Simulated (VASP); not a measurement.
# CaMg6Ni (Amm2) in VASP: reference runs, part 2 of 3

VASP 6.6.1. The steps go on from the part before.

## 3. Single point, PBE, collinear spin, ferromagnetic start (atoms moved at random, drawn with an rms of 0.05 Å)

Input file INCAR:

```
PREC = Accurate
ENCUT = 520
EDIFF = 1E-7
ISMEAR = -1
SIGMA = 0.05
LREAL = F
LASPH = T
NELM = 120
ALGO = Normal
ISIF = 2
LWAVE = F
LCHARG = F
ISPIN = 2
MAGMOM = 1 0 0 0 0 0 0 0
LORBIT = 11
LMAXMIX = 4
GGA = PE
NBANDS = 30
```

Input file KPOINTS:

```
regular mesh
0
Gamma
  6 5 5
```

Input file POSCAR:

```
CaMg6Ni
1.0
    4.8918520000      0.0000000000      0.0000000000
    0.0000000000      3.1261880000      5.8907215000
    0.0000000000     -3.1261880000      5.8907215000
Ni Ca Mg
1 1 6
Direct
    0.5060340000      0.6377640000      0.6348910000
   -0.0006910000      0.8111410000      0.8015330000
    0.5023580000      0.1848880000      0.1733520000
    0.4954160000      0.6828830000      0.2076850000
    0.4863520000      0.1910550000      0.6803410000
    0.0034290000      0.3463750000      0.3351770000
   -0.0039570000      0.8258980000      0.3313200000
   -0.0031380000      0.3366610000      0.8168980000
```

Potentials or basis: VASP PAW PBE potentials, release 64 (Ni, Ca_sv, Mg).

On the command line:

```
> cat potpaw_PBE.64/Ni/POTCAR potpaw_PBE.64/Ca_sv/POTCAR potpaw_PBE.64/Mg/POTCAR > POTCAR
> mpirun -np 1 vasp_std > vasp.out
```

OUTCAR:

```text
PREC = Accurate
   ENCUT = 520
   EDIFF = 1E-7
   ISMEAR = -1
   LREAL = F
   LASPH = T
   NELM = 120
   ISIF = 2
   ISPIN = 2
   LORBIT = 11
   GGA = PE

 ion  position               nearest neighbor table
   1  0.506  0.638  0.635-   4 2.69   5 2.82   8 2.92   7 2.93   8 3.00   7 3.01   3 3.14   3 3.19

   2  0.999  0.811  0.802-   7 3.08   8 3.11   6 3.15   6 3.16   5 3.23   5 3.33   4 3.37   4 3.40

   3  0.502  0.185  0.173-   6 3.10   6 3.10   8 3.14   7 3.14   1 3.14   8 3.18   7 3.19   1 3.19
                             4 3.23   5 3.27   5 3.41   4 3.45
   4  0.495  0.683  0.208-   1 2.69   7 2.90   7 2.91   5 3.02   6 3.07   6 3.13   3 3.23   5 3.24
                             2 3.37   2 3.40   3 3.45
   5  0.486  0.191  0.680-   1 2.82   8 2.91   8 3.00   4 3.02   6 3.05   6 3.18   2 3.23   4 3.24
                             3 3.27   2 3.33   3 3.41
   6  0.003  0.346  0.335-   5 3.05   4 3.07   3 3.10   3 3.10   4 3.13   2 3.15   2 3.16   8 3.18
                             5 3.18   7 3.18   7 3.49   8 3.49
   7  0.996  0.826  0.331-   4 2.90   4 2.91   1 2.93   1 3.01   8 3.05   2 3.08   3 3.14   6 3.18
                             3 3.19   8 3.20   6 3.49
   8  0.997  0.337  0.817-   5 2.91   1 2.92   1 3.00   5 3.00   7 3.05   2 3.11   3 3.14   6 3.18
[... 1732 lines left out ...]
  energy-cutoff  :      520.00
  volume of cell :      180.17
      direct lattice vectors                 reciprocal lattice vectors
     4.891852000  0.000000000  0.000000000     0.204421556  0.000000000  0.000000000
     0.000000000  3.126188000  5.890721500     0.000000000  0.159939198  0.084879246
     0.000000000 -3.126188000  5.890721500     0.000000000 -0.159939198  0.084879246

 POSITION                                       TOTAL-FORCE (eV/Angst)
 -----------------------------------------------------------------------------------
      2.47544      0.00898      7.49686        -0.041079     -0.034131     -0.106578
      4.88847      0.03004      9.49981        -0.082399     -0.134977     -0.040212
      2.45746      0.03606      2.11029        -0.045760      0.018904      0.104909
      2.42350      1.48556      5.24609         0.074096      0.061498     -0.133185
      2.37916     -1.52960      5.13315         0.276727      0.061717      0.128052
      0.01677      0.03501      4.01483        -0.135579     -0.028598      0.010943
      4.87249      1.54614      6.81685         0.028673      0.013297      0.027934
      4.87650     -1.50131      6.79529        -0.074679      0.042291      0.008138
 -----------------------------------------------------------------------------------
    total drift:                               -0.000312     -0.000307      0.000107

  FREE ENERGIE OF THE ION-ELECTRON SYSTEM (eV)
  ---------------------------------------------------
  free  energy   TOTEN  =       -16.0663704010 eV

  energy  without entropy=      -16.0277187261  energy(sigma->0) =      -16.04704456

 total charge

# of ion       s       p       d       tot
------------------------------------------
    1        0.428   0.211   8.386   9.025
    2        2.066   5.851   0.252   8.169
    3        0.195   0.117   0.012   0.323
    4        0.220   0.136   0.014   0.369
    5        0.221   0.132   0.012   0.366
    6        0.234   0.133   0.010   0.377
    7        0.219   0.134   0.013   0.365
    8        0.217   0.132   0.013   0.362
--------------------------------------------------
tot          3.799   6.845   8.713  19.357

 magnetization (x)

# of ion       s       p       d       tot
------------------------------------------
    1        0.000   0.000  -0.000  -0.000
    2       -0.000   0.000   0.000   0.000
    3       -0.000   0.000  -0.000  -0.000
    4       -0.000  -0.000  -0.000  -0.000
    5       -0.000  -0.000  -0.000  -0.000
    6       -0.000  -0.000  -0.000  -0.000
    7        0.000   0.000   0.000   0.000
    8        0.000   0.000   0.000   0.000
--------------------------------------------------
tot         -0.000   0.000  -0.000  -0.000
```

OSZICAR:

```text
N       E                     dE             d eps       ncg     rms          rms(c)
DAV:   1     0.156503524946E+03    0.15650E+03   -0.11822E+04  9120   0.881E+02
DAV:   2    -0.708613295395E+01   -0.16359E+03   -0.15190E+03  9540   0.210E+02
DAV:   3    -0.165823735630E+02   -0.94962E+01   -0.91819E+01 14716   0.495E+01
DAV:   4    -0.170936129778E+02   -0.51124E+00   -0.50247E+00 13934   0.794E+00
DAV:   5    -0.171049354453E+02   -0.11322E-01   -0.11319E-01 12632   0.119E+00    0.124E+01
DAV:   6    -0.255768021729E+02   -0.84719E+01   -0.53253E+01 11532   0.936E+01    0.281E+01
DAV:   7    -0.175534148469E+02    0.80234E+01   -0.14528E+01 11382   0.298E+01    0.102E+01
DAV:   8    -0.161248690554E+02    0.14285E+01   -0.24400E+00 12572   0.201E+01    0.349E+00
DAV:   9    -0.160988717309E+02    0.25997E-01   -0.77798E-01 14120   0.733E+00    0.237E+00
DAV:  10    -0.160713145090E+02    0.27557E-01   -0.21720E-01 12538   0.481E+00    0.946E-01
DAV:  11    -0.160666059135E+02    0.47086E-02   -0.18685E-02 12872   0.156E+00    0.207E-01
DAV:  12    -0.160663797310E+02    0.22618E-03   -0.26692E-03 12644   0.291E-01    0.941E-02
DAV:  13    -0.160663641691E+02    0.15562E-04   -0.21599E-04 13632   0.114E-01    0.305E-02
DAV:  14    -0.160663689824E+02   -0.48133E-05   -0.28428E-05 11624   0.277E-02    0.149E-02
DAV:  15    -0.160663697627E+02   -0.78033E-06   -0.57421E-06 12076   0.200E-02    0.712E-03
DAV:  16    -0.160663703529E+02   -0.59017E-06   -0.11979E-06 12398   0.797E-03    0.343E-03
DAV:  17    -0.160663704010E+02   -0.48170E-07   -0.30812E-07  9494   0.585E-03
   1 F= -.16066370E+02 E0= -.16047045E+02  d E =-.386517E-01  mag=    -0.0000
```

stdout:

```text
POSCAR found type information on POSCAR NiCaMg
 POSCAR found :  3 types and       8 ions
 scaLAPACK will be used
 LDA part: xc-table for (Slater+PW92), standard interpolation
 POSCAR, INCAR and KPOINTS ok, starting setup
 FFT: planning ... GRIDC
 FFT: planning ... GRID_SOFT
 FFT: planning ... GRID
 WAVECAR not read
 entering main loop
```

Run time: 11 min. Hardware: 1 thread of Intel Xeon Platinum 8488C (Sapphire Rapids), shared host; peak memory 0.81 GiB.

Results:

```yaml
Free_energy: -16.0664 eV
Pressure: 0.2 GPa
Largest_force: 0.311 eV/Å
Band_gap_on_the_k_mesh: none (metal or under the smearing width)
Net_moment: 0.00 μB per cell
Valence_electrons_inside_the_program's_atomic_spheres: Ni 9.03; Ca 8.17; Mg 0.32, 0.37, 0.38, 0.36
```

Forces in eV/Å, atoms in the order of the input:
```
Ni  -0.041 -0.034 -0.107
Ca  -0.082 -0.135 -0.040
Mg  -0.046  0.019  0.105
Mg   0.074  0.061 -0.133
Mg   0.277  0.062  0.128
Mg  -0.136 -0.029  0.011
Mg   0.029  0.013  0.028
Mg  -0.075  0.042  0.008
```

## 4. Equation of state, PBE, collinear spin, ferromagnetic start, 21.17 Å³/atom (volume scaled by 0.94)

Input file INCAR:

```
SYSTEM = CaMg6Ni
PREC = Accurate
ENCUT = 520
EDIFF = 1E-7
ISMEAR = -1
SIGMA = 0.05
LREAL = .False.
LASPH = .True.
NELM = 120
ALGO = Normal
ISIF = 2
LWAVE = .False.
LCHARG = .False.
ISPIN = 2
MAGMOM = 1 0 0 0 0 0 0 0
LORBIT = 11
LMAXMIX = 4
GGA = PE
NBANDS = 30
```

Input file KPOINTS:

```
regular mesh
0
Gamma
  6 5 5
  0 0 0
```

Input file POSCAR:

```
CaMg6Ni
1.0
    4.7919902651      0.0000000000      0.0000000000
    0.0000000000      3.0623703380      5.7704689517
    0.0000000000     -3.0623703380      5.7704689517
Ni Ca Mg
1 1 6
Direct
    0.5000000000      0.6334780000      0.6334780000
    0.0000000000      0.8066560000      0.8066560000
    0.5000000000      0.1813640000      0.1813640000
    0.5000000000      0.6808790000      0.1998830000
    0.5000000000      0.1998830000      0.6808790000
    0.0000000000      0.3411450000      0.3411450000
    0.0000000000      0.8208490000      0.3357450000
    0.0000000000      0.3357450000      0.8208490000
```

On the command line:

```
> cat potpaw_PBE.64/Ni/POTCAR potpaw_PBE.64/Ca_sv/POTCAR potpaw_PBE.64/Mg/POTCAR > POTCAR
> mpirun -np 1 vasp_std > vasp.out
```

Wall time 5.4 min (1 thread of Intel Xeon Platinum 8488C (Sapphire Rapids), shared host); peak memory 0.54 GiB.

It converged, with:

```
Free energy                                           : -15.9901 eV
Pressure                                              : 3.0 GPa
Largest force                                         : 0.122 eV/Å
Band gap on the k mesh                                : none (metal or under the smearing width)
Net moment                                            : 0.00 μB per cell
Valence electrons inside the program's atomic spheres : Ni 9.07; Ca 8.20; Mg 0.34, 0.39, 0.40, 0.38
```

## 5. Equation of state, PBE, collinear spin, ferromagnetic start, 21.62 Å³/atom (volume scaled by 0.96)

Input file INCAR:

```
  PREC = Accurate
  ENCUT = 520
  EDIFF = 1E-7
  ISMEAR = -1
  SIGMA = 0.05
  LREAL = F
  LASPH = T
  NELM = 100
  ALGO = Normal
  ISIF = 2
  LWAVE = F
  LCHARG = F
  ISPIN = 2
  MAGMOM = 1 0 0 0 0 0 0 0
  LORBIT = 11
  LMAXMIX = 4
  GGA = PE
  NBANDS = 30
```

Input file KPOINTS:

```
Automatic mesh
0
Gamma
  6 5 5
```

POSCAR, as its differences from that of step 4:

```diff
@@ -2,5 +2,5 @@
 1.0
-    4.7919902651      0.0000000000      0.0000000000
-    0.0000000000      3.0623703380      5.7704689517
-    0.0000000000     -3.0623703380      5.7704689517
+    4.8257377873      0.0000000000      0.0000000000
+    0.0000000000      3.0839370369      5.8111073959
+    0.0000000000     -3.0839370369      5.8111073959
 Ni Ca Mg
```

On the command line:

```
> cat potpaw_PBE.64/Ni/POTCAR potpaw_PBE.64/Ca_sv/POTCAR potpaw_PBE.64/Mg/POTCAR > POTCAR
> mpirun -np 1 vasp_std > vasp.out
```

Run time: 5.6 min. Hardware: 1 thread of Intel Xeon Platinum 8488C (Sapphire Rapids), shared host; peak memory 0.55 GiB.

It converged, with:

```
Free energy                                           : -16.0453 eV
Pressure                                              : 1.9 GPa
Largest force                                         : 0.085 eV/Å
Band gap on the k mesh                                : none (metal or under the smearing width)
Net moment                                            : 0.00 μB per cell
Valence electrons inside the program's atomic spheres : Ni 9.06; Ca 8.19; Mg 0.33, 0.38, 0.39
```

(Part 2 of 3 ends here.)
